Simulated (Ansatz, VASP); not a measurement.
One calculation of Cu2W, two programs

```xyz
6
Lattice="4.4714 0.0000 0.0000 0.0000 4.4714 0.0000 0.0000 0.0000 4.4714" Properties=species:S:1:pos:R:3 pbc="T T T"
Cu    1.1178    3.3535    1.1178
Cu    3.3535    1.1178    1.1178
Cu    1.1178    1.1178    3.3535
Cu    3.3535    3.3535    3.3535
W     0.0000    0.0000    0.0000
W     2.2357    2.2357    2.2357
```

Change from the starting cell: species swapped into the Ti2H type (Pn-3m, No. 224).

Alike in both runs: task relaxation of cell and atoms; functional PBE; k mesh 4 × 4 × 4; occupations gaussian, width 0.1 eV; no spin polarisation.

|  | VASP | Ansatz |
| --- | --- | --- |
| version | VASP 6.6.1 | Ansatz 0.2.0 |
| potentials or method | VASP PAW PBE potentials, release 64 (Cu, W_sv) | scalar-relativistic, plane waves, PAW |
| plane-wave cutoff (eV) | 600 | 420 |
| valence electrons in the cell | 72 | 104 |

VASP gave:

| Item | Value |
| --- | --- |
| gap on the k mesh at the Fermi level, each at its own relaxed structure (eV) | none |
| relaxed volume (Å³/atom) | 27.32 |
| relaxed cell length with the largest relative difference (Å) | 5.473 |
| energy change over the relaxation (meV/atom) | -2376 |

Problem. What did Ansatz give for the same quantities?

Solution. gap on the k mesh at the Fermi level, each at its own relaxed structure (eV): none; relaxed volume (Å³/atom): 27.36; relaxed cell length with the largest relative difference (Å): 5.475; energy change over the relaxation (meV/atom): -2279.

A gap of «none» marks a metal or a gap that the smearing closes. The two sets of potentials don't hold the same shells in valence.

Caveats: the volume moved by over 15 % at a fixed basis, so the end points are rough (VASP). Spin-orbit coupling is left out, which matters for the levels of W.
